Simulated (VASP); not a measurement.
Calculation: PBE GGA, VASP's PBE PAW potentials (set 64) (plane waves; VASP).

Input for VASP

### INCAR
```
# general
SYSTEM =BP
PREC   =Accurate
ENCUT  =620   # plane-wave cut-off (eV)
LREAL  =.FALSE.   # projection in real space or not
LASPH  =.TRUE.   # aspherical one-centre terms

# electronic loop
EDIFF  =1E-6   # SCF stop (eV)
NELM   =100
ALGO   =Normal

# smearing
ISMEAR =0
SIGMA  =0.05

# functional
GGA    =PE

# ions
IBRION =2
NSW    =40
ISIF   =3   # ions, shape and volume
EDIFFG =-0.02   # ionic stop
PSTRESS=450

# output
LWAVE  =.FALSE.
LCHARG =.FALSE.
```

File POSCAR:
```
BP
1
    0.0000000000     2.1312424745     2.1312424745
    2.1312424745     0.0000000000     2.1312424745
    2.1312424745     2.1312424745    -0.0000000000
B P
1 1
Direct
  0.0000000000   0.0000000000   0.0000000000
  0.2500000000   0.2500000000   0.2500000000
```

File KPOINTS:
```
Automatic mesh
0
Gamma
11 11 11
0 0 0
```

POTCAR, in this order: B P (PBE.64 set). Program: vasp_std.

The resulting files:

File OSZICAR:
```
       N       E                     dE             d eps       ncg     rms          rms(c)
DAV:   1     0.145738730707E+02    0.14574E+02   -0.48663E+03   896   0.106E+03
DAV:   2    -0.133535876144E+02   -0.27927E+02   -0.26640E+02  1384   0.130E+02
DAV:   3    -0.136076838456E+02   -0.25410E+00   -0.25410E+00  1072   0.162E+01
DAV:   4    -0.136082534606E+02   -0.56961E-03   -0.56961E-03  1496   0.744E-01
DAV:   5    -0.136082535689E+02   -0.10835E-06   -0.10835E-06  1048   0.856E-03    0.942E+00
DAV:   6    -0.126056695347E+02    0.10026E+01   -0.23140E+00  1096   0.927E+00    0.506E+00
DAV:   7    -0.124426702743E+02    0.16300E+00   -0.51950E-01  1376   0.453E+00    0.156E+00
DAV:   8    -0.124332049922E+02    0.94653E-02   -0.33050E-02   960   0.137E+00    0.285E-01
DAV:   9    -0.124334977777E+02   -0.29279E-03   -0.47330E-04  1320   0.220E-01    0.181E-01
DAV:  10    -0.124336573557E+02   -0.15958E-03   -0.22297E-04  1032   0.124E-01    0.271E-02
DAV:  11    -0.124336660202E+02   -0.86645E-05   -0.10352E-05  1320   0.293E-02    0.385E-02
DAV:  12    -0.124336667477E+02   -0.72745E-06   -0.21968E-06   976   0.113E-02
   1 F= -.69957755E+01 E0= -.69957755E+01  d E =-.699578E+01
```

### OUTCAR
```
------------------------ aborting loop because EDIFF is reached ----------------------------------------
  FORCE on cell =-STRESS in cart. coord.  units (eV):
  Direction    XX          YY          ZZ          XY          YZ          ZX
  --------------------------------------------------------------------------------------
  Total        5.4311616      5.4311616      5.4311616     -0.0000000     -0.0000000      0.0000000
  in kB      449.4431032    449.4431032    449.4431032     -0.0000000     -0.0000000      0.0000000
  external PRESSURE =      -0.5568968 kB  Pullay stress =     450.0000000 kB
  volume of cell :       19.36
      direct lattice vectors                 reciprocal lattice vectors
     0.000000000  2.131242475  2.131242475    -0.234604934  0.234604934  0.234604934
     2.131242475  0.000000000  2.131242475     0.234604934 -0.234604934  0.234604934
     2.131242475  2.131242475  0.000000000     0.234604934  0.234604934 -0.234604934
  FREE ENERGIE OF THE ION-ELECTRON SYSTEM (eV)
  ---------------------------------------------------
  free  energy   TOTEN  =       -12.4336667477 eV

  energy  without entropy=      -12.4336667477  energy(sigma->0) =      -12.43366675
  enthalpy is  TOTEN    =        -6.9957755295 eV   P V=        5.4378912181

 reached required accuracy - stopping structural energy minimisation
```
(Selected blocks of OUTCAR.)

The compound is BP in the zinc blende structure. It was relaxed first under an external pressure of 45 GPa.
